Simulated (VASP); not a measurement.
Here is the system:

```xyz
10
Lattice="6.0358 0.0000 0.0000 4.0238 4.4988 0.0000 0.0000 0.0000 25.9537" Properties=species:S:1:pos:R:3 pbc="T T T"
Pb     1.4816     0.6626     8.1904
Pb     4.5586     2.0387     9.0981
Pb     7.5124     3.3596    10.1507
Pb     0.5099     0.2280    11.2414
Pb     3.5494     1.5873    12.4142
Pb     6.5102     2.9115    13.5395
Pb     9.5497     4.2708    14.7122
Pb     2.5472     1.1392    15.8029
Pb     5.5010     2.4601    16.8555
Pb     8.5780     3.8362    17.7632
```

These are PBEsol GGA, VASP's PBE PAW potentials (set 64) (plane waves; VASP) values and carry that method's errors. Settings: PREC = Normal, EDIFF = 1E-5, 400 eV cut-off, 6×6×1 Γ-centred mesh, first-order Methfessel-Paxton smearing of 0.10 eV, potentials Pb_d.

**Question.** The ions are relaxed. What does this cell relax into?

**Answer.** 
```xyz
10
Lattice="6.0358 0.0000 0.0000 4.0238 4.4988 0.0000 0.0000 0.0000 25.9537" Properties=species:S:1:pos:R:3 pbc="T T T"
Pb     1.4363     0.6423     8.2905
Pb     4.5468     2.0334     9.0830
Pb     7.5393     3.3717    10.1674
Pb     0.5021     0.2245    11.3044
Pb     3.5632     1.5935    12.3607
Pb     6.4964     2.9053    13.5930
Pb     9.5575     4.2743    14.6493
Pb     2.5203     1.1271    15.7863
Pb     5.5128     2.4654    16.8706
Pb     8.6233     3.8565    17.6631
```

**Question.** How much energy does the relaxation gain?

**Answer.** The energy (σ→0) changes by -3.4 meV/atom, in 7 ionic steps.

```json
[
 {"step": "1", "E(σ→0) (eV)": "-38.3387", "max force (eV/Å)": "0.167", "pressure (GPa)": "-0.53", "volume (Å³)": "704.74"},
 {"step": "2", "E(σ→0) (eV)": "-38.3442", "max force (eV/Å)": "0.153", "pressure (GPa)": "-0.47", "volume (Å³)": "704.74"},
 {"step": "3", "E(σ→0) (eV)": "-38.3570", "max force (eV/Å)": "0.111", "pressure (GPa)": "-0.49", "volume (Å³)": "704.74"},
 {"step": "4", "E(σ→0) (eV)": "-38.3668", "max force (eV/Å)": "0.079", "pressure (GPa)": "-0.41", "volume (Å³)": "704.74"},
 {"step": "5", "E(σ→0) (eV)": "-38.3667", "max force (eV/Å)": "0.072", "pressure (GPa)": "-0.40", "volume (Å³)": "704.74"},
 {"step": "6", "E(σ→0) (eV)": "-38.3693", "max force (eV/Å)": "0.056", "pressure (GPa)": "-0.36", "volume (Å³)": "704.74"},
 {"step": "7", "E(σ→0) (eV)": "-38.3728", "max force (eV/Å)": "0.021", "pressure (GPa)": "-0.34", "volume (Å³)": "704.74"}
]
```

The cell is a thin slab with vacuum, built from Pb (fcc): (210) face.
